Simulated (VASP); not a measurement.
```
CELL_PARAMETERS angstrom
      4.57814     0.00000     0.00000
      0.00000     2.73174     0.00000
      0.00000     0.00000     4.82135
ATOMIC_POSITIONS crystal
  Ti 0.25000 0.50000 0.69661
  Ti 0.75000 0.50000 0.30339
  Pt 0.25000 0.00000 0.18753
  Pt 0.75000 0.00000 0.81247
```

Calculation: PBEsol GGA, VASP's PBE PAW potentials (set 64) (plane waves; VASP). Run with 400 eV cut-off, Gaussian smearing of 0.050 eV, potentials Ti_sv Pt.

Unless said otherwise, spin-orbit coupling is left out, though it shifts the bands of the heavy elements here.

Question: Estimate the band gap (along the path) with the smallest direct gap where there is one.

Answer: 
| Property | Value |
|---|---|
| band gap (along the path) | none (metal, semimetal or under 0.01 eV) |

Only differences to runs with the same potentials and settings are physical.

The structure comes from a computed database's TiPt entry (Pmma); how it stands against other phases isn't given here. It was relaxed first.
